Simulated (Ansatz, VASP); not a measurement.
# Cu in two plane-wave programs, part 2 of 2

Aim: how closely do two programs agree when they are given the same cell, functional and k mesh? Of the first pair: The structure shown is the start of the Ansatz relaxation below; VASP solves that cell, so the two are compared at the walk's first step.

VASP 6.6.1 and Ansatz 0.2.0.

So far: Set-up; Ansatz: relaxation, PBEsol; VASP: single point, PBEsol, start cell, pair 1.

## (4) Differences

Known differences besides the potentials themselves: the data sets hold 152 valence electrons in Ansatz (on its PAW soft_1 files) and 88 in VASP; the cutoff is 420 eV in Ansatz and 520 eV in VASP; Ansatz makes its cores anew for this functional, VASP keeps those of its PBE data sets. Total energies have different zeros and are not compared.

Forces (eV/Å; atoms numbered as in POSCAR):

```tsv
atom	Ansatz x, y, z	VASP x, y, z
Cu1	0.000, 0.000, -0.307	0.000, 0.000, -0.282
Cu2	0.000, 0.000, -0.005	0.000, 0.000, -0.002
Cu3	0.000, 0.000, 0.033	0.000, 0.000, 0.032
Cu4	0.000, 0.000, 0.028	0.000, 0.000, 0.032
Cu5	0.000, 0.000, -0.028	0.000, 0.000, -0.032
Cu6	0.000, 0.000, -0.033	0.000, 0.000, -0.032
Cu7	0.000, 0.000, 0.005	0.000, 0.000, 0.002
Cu8	0.000, 0.000, 0.307	0.000, 0.000, 0.282
```

The forces differ by 7.1 meV/Å r.m.s., which is 8.6 % of the r.m.s. force of 0.083 eV/Å (both taken over all components). With vacuum in the cell, a pressure given here is an average over mostly empty space and none of the material.

## (5) Ansatz: relaxation, PBEsol

This run makes the geometry at which the two programs are then compared.

The structure compared here is the end of the Ansatz relaxation.

input.yaml reads:

```yaml
crystal:
  lattice:
    - [2.556191014, 0.0, 0.0]
    - [1.278095507, 2.213726355, 0.0]
    - [0.0, 0.0, 28.6098485618]
  atoms:
    - { symbol: Cu, position: [0.0, 0.0, 0.755329009] }
    - { symbol: Cu, position: [0.666666667, 0.666666667, 0.682377864] }
    - { symbol: Cu, position: [0.333333333, 0.333333333, 0.609426718] }
    - { symbol: Cu, position: [0.0, 0.0, 0.536475573] }
    - { symbol: Cu, position: [0.666666667, 0.666666667, 0.463524427] }
    - { symbol: Cu, position: [0.333333333, 0.333333333, 0.390573282] }
    - { symbol: Cu, position: [0.0, 0.0, 0.317622136] }
    - { symbol: Cu, position: [0.666666667, 0.666666667, 0.244670991] }
kpoints:
  mp_grid: { grid: [12, 12, 1] }
scf:
  occupations: { method: fermi_dirac, width: 0.05 }
  n_extra_bands: 8
hamiltonian:
  xc: pbesol
  pseudopotentials: { kind: paw, azcp: { folder: soft_1 }, xc_functional: pbe }
output:
  forces: true
  write_potential: true
  volumetric_format: []
relax:
  f_tol: 0.03
  max_steps: 45
  constraints: [{ sites: [3, 4] }]
```

On the command line:

```sh
$ ansatz run input.yaml --threads 4 --pin off --max-ram 11264MiB --backend cpu --events-out ev --progress --plain --runs-dir out
```

Numbers of over 12 decimals in the logs are rounded to 6 here.

Log:

```text
[...]
Crystal: 8 atoms, lattice volume = 161.895 Å³
Basis set: ecut = 420 eV, 3233 PW (Γ), exchange–correlation on 36×36×384 points (8 copies of the dense FFT grid, shifted against one another)
Bands: 84, of which v1, the nominal top of the filled ones, is band 76 counted from 1 (75 counted from 0)
Symmetry: 12 space group operations
[...]
k-points: 19 of 144
[...]
atoms:
[...]
- { symbol: Cu, position: [0.666667, 0.666667, 0.677527] }
    - { symbol: Cu, position: [0.333333, 0.333333, 0.607111] }
    - { symbol: Cu, position: [4.3368086899420173e-19, 4.336808689942017e-19, 0.536476] }
    - { symbol: Cu, position: [0.666667, 0.666667, 0.463524427] }
    - { symbol: Cu, position: [0.333333, 0.333333, 0.392889] }
    - { symbol: Cu, position: [6.2338942213449956e-18, 2.7537662099355267e-18, 0.322473] }
    - { symbol: Cu, position: [0.666667, 0.666667, 0.252449] }
[key lines of the parts left out:]
SCF converged after 5 iterations
Free energy (F): -52709.009088 eV
Fermi energy:    7.449467 eV
```

## (6) VASP: single point, PBEsol, relaxed cell, pair 2

The same cell, functional, mesh and smearing now go to VASP, with its own data sets.

INCAR reads:

```
SYSTEM = Cu
PREC = Accurate
ENCUT = 520
EDIFF = 1E-06
NELM = 120
ISMEAR = -1
SIGMA = 0.05
LREAL = .FALSE.
ALGO = Normal
GGA = PS
NBANDS = 54
LASPH = .TRUE.
LORBIT = 11
LWAVE = .FALSE.
LCHARG = .FALSE.
ISIF = 2
GGA_COMPAT = .FALSE.
KPAR = 2
```

POSCAR reads:

```
Cu
1.0
    2.5561910140      0.0000000000      0.0000000000
    1.2780955070      2.2137263550      0.0000000000
    0.0000000000      0.0000000000     28.6098485618
Cu
8
Direct
    0.0000000001      0.0000000001      0.7475511712
    0.6666666667      0.6666666667      0.6775269524
    0.3333333334      0.3333333334      0.6071110193
    0.0000000001      0.0000000001      0.5364755730
    0.6666666667      0.6666666667      0.4635244270
    0.3333333334      0.3333333334      0.3928889807
    0.0000000001      0.0000000001      0.3224730476
    0.6666666667      0.6666666667      0.2524488288
```

KPOINTS reads:

```
Automatic mesh
0
Gamma
12 12 1
0 0 0
```

Potentials, in the order of the species: Cu (PBE family, release 64).

On the command line:

```sh
$ mpirun -np 2 vasp_std
```

Log:

```text
[banner, memory and clock lines left out]
running    2 mpi-ranks, on    1 nodes
[...]
[... a notice as in an earlier step ...]

 LDA part: xc-table for (Slater+PW92), standard interpolation
 POSCAR, INCAR and KPOINTS ok, starting setup
[...]
entering main loop
       N       E                     dE             d eps       ncg     rms          rms(c)
DAV:   1     0.821596567705E+03    0.82160E+03   -0.39241E+04  2068   0.250E+03
DAV:   2     0.717649987105E+02   -0.74983E+03   -0.72889E+03  2052   0.470E+02
DAV:   3    -0.372202098248E+02   -0.10899E+03   -0.10151E+03  2130   0.227E+02
DAV:   4    -0.415400355812E+02   -0.43198E+01   -0.42823E+01  2280   0.631E+01
[...]
DAV:  24    -0.332770301252E+02   -0.25576E-05   -0.10856E-06  1316   0.167E-02    0.444E-04
DAV:  25    -0.332770312881E+02   -0.11629E-05   -0.70591E-08  1260   0.186E-03    0.355E-04
DAV:  26    -0.332770320259E+02   -0.73779E-06   -0.37427E-08  1244   0.296E-03
   1 F= -.33277032E+02 E0= -.33261770E+02  d E =-.305233E-01
```

Parts of OUTCAR (step 6):

```text
  Total       -2.8508486     -2.8508486      0.1698874      0.0000000      0.0000000      0.0000000
  in kB      -28.2131732    -28.2131732      1.6812755      0.0000000      0.0000000      0.0000000
  external PRESSURE =     -18.2483570 kB  Pullay stress =       0.0000000 kB

 POSITION                                       TOTAL-FORCE (eV/Angst)
 -----------------------------------------------------------------------------------
      0.00000      0.00000     21.38733         0.000000      0.000000      0.056667
      2.55619      1.47582     19.38394        -0.000000     -0.000000     -0.000695
      1.27810      0.73791     17.36935        -0.000000     -0.000000     -0.007497
      0.00000      0.00000     15.34848         0.000000     -0.000000     -0.239540
      2.55619      1.47582     13.26136         0.000000      0.000000      0.239540
      1.27810      0.73791     11.24049         0.000000      0.000000      0.007497
      0.00000      0.00000      9.22591         0.000000      0.000000      0.000695
      2.55619      1.47582      7.22252        -0.000000      0.000000     -0.056667
 -----------------------------------------------------------------------------------
    total drift:                               -0.000002     -0.000001      0.000714

  FREE ENERGIE OF THE ION-ELECTRON SYSTEM (eV)
  ---------------------------------------------------
  free  energy   TOTEN  =       -33.2770320259 eV

  energy  without entropy=      -33.2465086993  energy(sigma->0) =      -33.26177036

[... 2 parts as in an earlier step ...]

[... 1 further part left out ...]
[key lines of the parts left out:]
E-fermi :   2.3456
```

## (7) Side by side

What differs besides the data sets and the points named for the pairs above, as far as they apply: the data sets hold 152 valence electrons in Ansatz (on its PAW soft_1 files) and 88 in VASP. Total energies have different zeros and are not compared.

Forces (eV/Å; atoms numbered as in POSCAR):

```tsv
atom	Ansatz x, y, z	VASP x, y, z
Cu1	0.000, 0.000, 0.029	0.000, 0.000, 0.057
Cu2	0.000, 0.000, -0.003	0.000, 0.000, -0.001
Cu3	0.000, 0.000, -0.006	0.000, 0.000, -0.007
Cu4	0.000, 0.000, -0.241	0.000, 0.000, -0.240
Cu5	0.000, 0.000, 0.241	0.000, 0.000, 0.240
Cu6	0.000, 0.000, 0.006	0.000, 0.000, 0.007
Cu7	0.000, 0.000, 0.003	0.000, 0.000, 0.001
Cu8	0.000, 0.000, -0.029	0.000, 0.000, -0.057
```

The forces differ by 8.2 meV/Å r.m.s., which is 11.5 % of the r.m.s. force of 0.071 eV/Å (both taken over all components). With vacuum in the cell, a pressure given here is an average over mostly empty space and none of the material.

## (8) Ansatz: single point, PBEsol, pair 3

A single point gives forces, pressure and levels at one fixed geometry, so differences don't come from the geometry; what else differs is listed under the comparison.

The cell is taken from a series of runs on this material, whose earlier steps may have relaxed, scaled, displaced or heated it; both programs get it as it stands.

input.yaml reads:

```yaml
crystal:
  lattice:
    - [2.556191014, 0.0, 0.0]
    - [1.278095507, 2.213726355, 0.0]
    - [0.0, 0.0, 28.6098485618]
  atoms:
    - { symbol: Cu, position: [0.0, 0.0, 0.7475511712] }
    - { symbol: Cu, position: [0.6666666667, 0.6666666667, 0.6775269524] }
    - { symbol: Cu, position: [0.3333333333, 0.3333333333, 0.6071110193] }
    - { symbol: Cu, position: [0.0, 0.0, 0.536475573] }
    - { symbol: Cu, position: [0.6666666667, 0.6666666667, 0.463524427] }
    - { symbol: Cu, position: [0.3333333333, 0.3333333333, 0.3928889807] }
    - { symbol: Cu, position: [0.0, 0.0, 0.3224730476] }
    - { symbol: Cu, position: [0.6666666667, 0.6666666667, 0.2524488288] }
kpoints:
  mp_grid: { grid: [18, 18, 1] }
scf:
  occupations: { method: fermi_dirac, width: 0.05 }
  n_extra_bands: 8
hamiltonian:
  xc: pbesol
  pseudopotentials: { kind: paw, azcp: { folder: soft_1 }, xc_functional: pbe }
output:
  forces: true
  write_potential: true
  volumetric_format: []
  dos:
    projected: true
    de: 0.05
    e_range: [-30, 12]
    method: { smearing: { sigma: 0.15, scheme: gaussian } }
  eigenstates:
    kpoints:
      - [-0.33333333, 0.33333333, 0.0]
      - [-0.36666667, 0.31666667, 0.0]
      - [-0.4, 0.3, 0.0]
      - [-0.43333333, 0.28333333, 0.0]
      - [-0.46666667, 0.26666667, 0.0]
      - [0.5, 0.25, 0.0]
      - [0.46666667, 0.23333333, 0.0]
      - [0.43333333, 0.21666667, 0.0]
      - [0.4, 0.2, 0.0]
      - [0.36666667, 0.18333333, 0.0]
      - [0.33333333, 0.16666667, 0.0]
      - [0.3, 0.15, 0.0]
      - [0.26666667, 0.13333333, 0.0]
      - [0.23333333, 0.11666667, 0.0]
      - [0.2, 0.1, 0.0]
      - [0.16666667, 0.08333333, 0.0]
      - [0.13333333, 0.06666667, 0.0]
      - [0.1, 0.05, 0.0]
      - [0.06666667, 0.03333333, 0.0]
      - [0.03333333, 0.01666667, 0.0]
      - [0.0, 0.0, 0.0]
      - [0.02777778, 0.0, 0.0]
      - [0.05555556, 0.0, 0.0]
      - [0.08333333, 0.0, 0.0]
      - [0.11111111, 0.0, 0.0]
      - [0.13888889, 0.0, 0.0]
      - [0.16666667, 0.0, 0.0]
      - [0.19444444, 0.0, 0.0]
      - [0.22222222, 0.0, 0.0]
      - [0.25, 0.0, 0.0]
      - [0.27777778, 0.0, 0.0]
      - [0.30555556, 0.0, 0.0]
      - [0.33333333, 0.0, 0.0]
      - [0.36111111, 0.0, 0.0]
      - [0.38888889, 0.0, 0.0]
      - [0.41666667, 0.0, 0.0]
      - [0.44444444, 0.0, 0.0]
      - [0.47222222, 0.0, 0.0]
      - [0.5, 0.0, 0.0]
      - [-0.48333333, 0.03333333, 0.0]
      - [-0.46666667, 0.06666667, 0.0]
      - [-0.45, 0.1, 0.0]
      - [-0.43333333, 0.13333333, 0.0]
      - [-0.41666667, 0.16666667, 0.0]
      - [-0.4, 0.2, 0.0]
      - [-0.38333333, 0.23333333, 0.0]
      - [-0.36666667, 0.26666667, 0.0]
      - [-0.35, 0.3, 0.0]
    e_range: [-8.0, 4.0]
    unfold:
      supercell_matrix: [[1, 0, 0], [0, 1, 0], [0, 0, 1]]
      layers:
        axis: 3
        edges: [0.112637, 0.357681, 0.394767, 0.605233, 0.642318, 0.887363]
```

On the command line:

```sh
$ ansatz run input.yaml --threads 4 --pin off --max-ram 11264MiB --backend cpu --events-out ev --progress --plain --runs-dir out
```

Log:

```text
[...]
Crystal: 8 atoms, lattice volume = 161.895 Å³
Basis set: ecut = 420 eV, 3233 PW (Γ), exchange–correlation on 36×36×384 points (8 copies of the dense FFT grid, shifted against one another)
Bands: 84, of which v1, the nominal top of the filled ones, is band 76 counted from 1 (75 counted from 0)
Symmetry: 12 space group operations
[...]
k-points: 37 of 324
[...]
--- Band table (eV; the first three rows and the last of 37) ---
  k-point 0: bands = [... 72 lower, 5.5148, 5.6835, 5.6835, 5.8453, 5.8453, 5.8796, 5.8796, 6.8187, ... 4 higher]
  k-point 1: bands = [... 72 lower, 5.5881, 5.6854, 5.6886, 5.7593, 5.8472, 5.8821, 6.1042, 7.0811, ... 4 higher]
  k-point 2: bands = [... 72 lower, 5.5260, 5.6218, 5.6905, 5.8524, 5.8893, 5.9958, 6.6130, 7.6354, ... 4 higher]
  k-point 36: bands = [... 72 lower, 10.6028, 10.6028, 10.6501, 10.7565, 10.7565, 10.9869, 11.0942, 11.7181, ... 4 higher]
[key lines of the parts left out:]
SCF converged after 12 iterations
Free energy (F): -52709.047104 eV
Fermi energy:    7.444422 eV
```

## (9) VASP: single point, PBEsol, pair 3

The same cell, functional, mesh and smearing now go to VASP, with its own data sets.

INCAR is that of step 6.

POSCAR is that of step 6.

KPOINTS reads:

```
Automatic mesh
0
Gamma
18 18 1
0 0 0
```

On the command line:

```sh
$ mpirun -np 2 vasp_std
```

Log:

```text
[... set-up lines as in an earlier step ...]
 entering main loop
       N       E                     dE             d eps       ncg     rms          rms(c)
DAV:   1     0.825971900174E+03    0.82597E+03   -0.39333E+04  4004   0.250E+03
DAV:   2     0.733030732323E+02   -0.75267E+03   -0.73158E+03  3996   0.474E+02
DAV:   3    -0.371779998409E+02   -0.11048E+03   -0.10320E+03  4134   0.230E+02
DAV:   4    -0.415509553419E+02   -0.43730E+01   -0.43348E+01  4468   0.634E+01
[...]
DAV:  24    -0.333148922882E+02   -0.16052E-05   -0.83482E-07  2600   0.144E-02    0.435E-04
DAV:  25    -0.333148941203E+02   -0.18321E-05   -0.12328E-07  2478   0.525E-03    0.501E-04
DAV:  26    -0.333148945969E+02   -0.47656E-06   -0.41409E-08  2358   0.371E-03
   1 F= -.33314895E+02 E0= -.33305301E+02  d E =-.191869E-01
```

From OUTCAR (step 9):

```text
  Total       -3.0064611     -3.0064611      0.4539743      0.0000000     -0.0000000      0.0000000
  in kB      -29.7531789    -29.7531789      4.4927164      0.0000000     -0.0000000      0.0000000
  external PRESSURE =     -18.3378805 kB  Pullay stress =       0.0000000 kB

 POSITION                                       TOTAL-FORCE (eV/Angst)
 -----------------------------------------------------------------------------------
      0.00000      0.00000     21.38733         0.000000      0.000000      0.056987
      2.55619      1.47582     19.38394         0.000000     -0.000000      0.030241
      1.27810      0.73791     17.36935         0.000000     -0.000000     -0.013469
      0.00000      0.00000     15.34848        -0.000000      0.000000     -0.244386
      2.55619      1.47582     13.26136         0.000000      0.000000      0.244386
      1.27810      0.73791     11.24049        -0.000000      0.000000      0.013469
      0.00000      0.00000      9.22591        -0.000000      0.000000     -0.030241
      2.55619      1.47582      7.22252         0.000000     -0.000000     -0.056987
 -----------------------------------------------------------------------------------
    total drift:                               -0.000002     -0.000001      0.000714

  FREE ENERGIE OF THE ION-ELECTRON SYSTEM (eV)
  ---------------------------------------------------
  free  energy   TOTEN  =       -33.3148945969 eV

  energy  without entropy=      -33.2957076594  energy(sigma->0) =      -33.30530113

[... 1 part as in an earlier step ...]

[... 2 further parts left out ...]
[key lines of the parts left out:]
E-fermi :   2.3442
```

## (10) Side by side

What differs besides the data sets and the points named for the pairs above, as far as they apply: the data sets hold 152 valence electrons in Ansatz (on its PAW soft_1 files) and 88 in VASP. Total energies have different zeros and are not compared.

Forces (eV/Å; atoms numbered as in POSCAR):

```tsv
atom	Ansatz x, y, z	VASP x, y, z
Cu1	0.000, 0.000, 0.029	0.000, 0.000, 0.057
Cu2	0.000, 0.000, 0.028	0.000, 0.000, 0.030
Cu3	0.000, 0.000, -0.014	0.000, 0.000, -0.013
Cu4	0.000, 0.000, -0.245	0.000, 0.000, -0.244
Cu5	0.000, 0.000, 0.245	0.000, 0.000, 0.244
Cu6	0.000, 0.000, 0.014	0.000, 0.000, 0.013
Cu7	0.000, 0.000, -0.028	0.000, 0.000, -0.030
Cu8	0.000, 0.000, -0.029	0.000, 0.000, -0.057
```

The forces differ by 8.2 meV/Å r.m.s., which is 11.2 % of the r.m.s. force of 0.073 eV/Å (both taken over all components). With vacuum in the cell, a pressure given here is an average over mostly empty space and none of the material.

## (11) Results

| Quantity | Value |
| --- | --- |
| r.m.s. force difference (single point, PBEsol, start cell, pair 1) | 7.1 meV/Å |
| r.m.s. force difference (single point, PBEsol, relaxed cell, pair 2) | 8.2 meV/Å |
| r.m.s. force difference (single point, PBEsol, pair 3) | 8.2 meV/Å |

**Reading.** The r.m.s. force difference is 8.2 meV/Å (single point, PBEsol, pair 3), within the 12 meV/Å picked in this series as the mark of a large difference. The data sets hold unlike numbers of valence electrons (152 in Ansatz and 88 in VASP), so part of the differences comes from the potentials. How closely two codes agree says nothing of how well the functional describes the real material.

[Lines on the potential files, build, host, timing and source positions are cut from VASP's logs without a mark.]

[Logs are printed without paths, hosts, clocks, repeated set-up lines and the standing remarks that a program may print on its own settings, such as how far it seeks lower states.]

[Hosts, paths, dates, database ids (printed as entryN), source tags and the programs' standing remarks are cut or masked in the printed files.]
